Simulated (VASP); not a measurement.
Here is the system:

```
TiB2
1.0
    1.49797    -2.59455     0.00000
    1.49797     2.59455     0.00000
    0.00000     0.00000     3.16326
Ti B
1 2
Direct
  0.00000   0.00000   0.00000
  0.33333   0.66667   0.50000
  0.66667   0.33333   0.50000
```

The numbers are results of LDA (Ceperley-Alder, Perdew-Zunger), VASP's LDA PAW potentials (set 64) (plane waves; VASP), not measurements. Settings: 520 eV cut-off, 13×13×11 Γ-centred mesh, tetrahedra with Blöchl corrections, potentials Ti_sv B.

The cores are frozen, which limits the accuracy of field gradients.

Give the principal components of the electric field gradient (V/Å²) and the asymmetry η at each nucleus.

| atom | Vxx | Vyy | Vzz | η |
|---|---|---|---|---|
| Ti1 | -9.2 | -9.2 | 18.4 | 0.00 |
| B2 | -2.3 | -2.3 | 4.5 | 0.00 |
| B3 | -2.3 | -2.3 | 4.5 | 0.00 |

The compound is TiB2 in the AlB2 type structure. It was relaxed first.
